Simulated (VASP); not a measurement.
Given:

```yaml
crystal:
  lattice:
    - [-1.69594, 1.69594, 1.69594]
    - [1.69594, -1.69594, 1.69594]
    - [1.69594, 1.69594, -1.69594]
  atoms:
    - { symbol: Li, position: [0.00000, 0.00000, 0.00000] }
```

All values below come from PBEsol GGA, VASP's PBE PAW potentials (set 64) (plane waves; VASP). Settings: 520 eV cut-off, 15×15×15 Γ-centred mesh, first-order Methfessel-Paxton smearing of 0.10 eV, potentials Li_sv.

Task: Estimate the energy per atom (σ→0), band gap (on the k-mesh) with the smallest direct gap where there is one.

Result: 
```json
{
 "band gap (on the k-mesh)": "none (metal, semimetal or under 0.01 eV)",
 "energy per atom (σ→0)": "-1.963 eV/atom"
}
```

Only differences to runs with the same potentials and settings are physical.

The compound is Li in the bcc structure. This cell is one point of a volume scan, at 0.97 of the reference volume.
